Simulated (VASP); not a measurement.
An input for Ansatz (written as the equivalent of a VASP run, and not itself run):

Ansatz 0.2 input:
```yaml
crystal:
  lattice:
    - [4.6221230, 0.0000000, 0.0000000]
    - [0.0000000, 4.6221230, 0.0000000]
    - [0.0000000, 0.0000000, 3.0523520]
  atoms:
    - { symbol: Mg, position: [0.5000000, 0.5000000, 0.5000000] }
    - { symbol: Mg, position: [0.0000000, 0.0000000, 0.0000000] }
    - { symbol: F, position: [0.6970800, 0.6970800, 0.0000000] }
    - { symbol: F, position: [0.3029200, 0.3029200, 0.0000000] }
    - { symbol: F, position: [0.8029200, 0.1970800, 0.5000000] }
    - { symbol: F, position: [0.1970800, 0.8029200, 0.5000000] }
kpoints:
  mp_grid: { grid: [6, 6, 9] }
hamiltonian:
  xc: revpbe
  pseudopotentials: { kind: paw }
scf:
  occupations: { method: gaussian, width: 0.01 }
  max_iter: 100
output: { forces: true, stress: true, eigenvalues: true }
```

Write the VASP files for the same calculation (revPBE).

This is not unique; one that fits is 
### POSCAR
```
MgF2
1
    4.6221230000     0.0000000000     0.0000000000
    0.0000000000     4.6221230000     0.0000000000
    0.0000000000     0.0000000000     3.0523520000
Mg F
2 4
Direct
  0.5000000000   0.5000000000   0.5000000000
  0.0000000000   0.0000000000   0.0000000000
  0.6970800000   0.6970800000   0.0000000000
  0.3029200000   0.3029200000   0.0000000000
  0.8029200000   0.1970800000   0.5000000000
  0.1970800000   0.8029200000   0.5000000000
```

**INCAR**
```
# general
SYSTEM = MgF2
PREC   = Accurate
ENCUT  = 400
LREAL  = .False.
LASPH  = .True.

# electronic loop
EDIFF  = 1E-6
NELM   = 100
ALGO   = Normal

# smearing
ISMEAR = 0
SIGMA  = 0.01

# functional
GGA    = RE

# ions
ISIF   = 2

# output
LWAVE  = .False.
LCHARG = .False.
```

KPOINTS:
```
Automatic mesh
0
Gamma
6 6 9
0 0 0
```

POTCAR, in this order: Mg F (PBE.64 set). Program: vasp_std.

Limits of the translation: each code has its own PAW files, so the cut-off isn't converted (ENCUT is set for VASP's; basis.ecutwfc is left out, and Ansatz then takes the one that its files recommend); Ansatz stops its SCF on the density residual and VASP on the energy change (EDIFF).

The structure comes from a computed database's MgF2 entry; how it stands against other phases isn't given here. The cell was not relaxed at this level.
